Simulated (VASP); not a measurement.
OSZICAR of a VASP run on CsSnI$_{3}$ (cubic perovskite):

### OSZICAR
```
       N       E                     dE             d eps       ncg     rms          rms(c)
DAV:   1     0.360475386511E+03    0.36048E+03   -0.18323E+04   520   0.154E+03
DAV:   2     0.328792365943E+02   -0.32760E+03   -0.32040E+03   610   0.315E+02
DAV:   3    -0.122573040654E+02   -0.45137E+02   -0.44887E+02   636   0.126E+02
DAV:   4    -0.141581111947E+02   -0.19008E+01   -0.18973E+01   668   0.297E+01
DAV:   5    -0.142120148912E+02   -0.53904E-01   -0.53895E-01   822   0.470E+00    0.426E+00
DAV:   6    -0.139608833868E+02    0.25113E+00   -0.45277E-01   672   0.367E+00    0.283E+00
DAV:   7    -0.139378824170E+02    0.23001E-01   -0.31465E-01   664   0.240E+00    0.999E-01
DAV:   8    -0.139419269330E+02   -0.40445E-02   -0.42186E-02   604   0.147E+00    0.285E-01
DAV:   9    -0.139419616241E+02   -0.34691E-04   -0.22642E-03   660   0.373E-01    0.127E-01
DAV:  10    -0.139422424175E+02   -0.28079E-03   -0.87130E-04   636   0.184E-01    0.523E-02
DAV:  11    -0.139422932753E+02   -0.50858E-04   -0.33298E-04   620   0.129E-01    0.254E-02
DAV:  12    -0.139422960391E+02   -0.27639E-05   -0.29220E-05   620   0.337E-02    0.212E-02
DAV:  13    -0.139422949770E+02    0.10621E-05   -0.16408E-06   646   0.866E-03    0.694E-03
DAV:  14    -0.139422944118E+02    0.56520E-06   -0.12725E-06   698   0.840E-03    0.163E-03
DAV:  15    -0.139422944141E+02   -0.22883E-08   -0.46130E-07   538   0.474E-03
   1 F= -.15259783E+02 E0= -.15259783E+02  d E =0.000000E+00
```

Task: Which electronic solver shows in the log?

Result: It is blocked Davidson (ALGO = Normal, or the opening steps of other solvers). The INCAR had ALGO = Normal.

Task: Can the final energy be trusted as converged?

Result: The calculation finished and met its thresholds. It stopped with EDIFF = 1E-7, NELM = 100 (PBE GGA with D4 dispersion, plane waves, VASP's PBE PAW potentials (set 64)).

The compound is CsSnI3 in the cubic perovskite structure, the ideal cubic form; the compound distorts at low or room temperature. It was relaxed first.
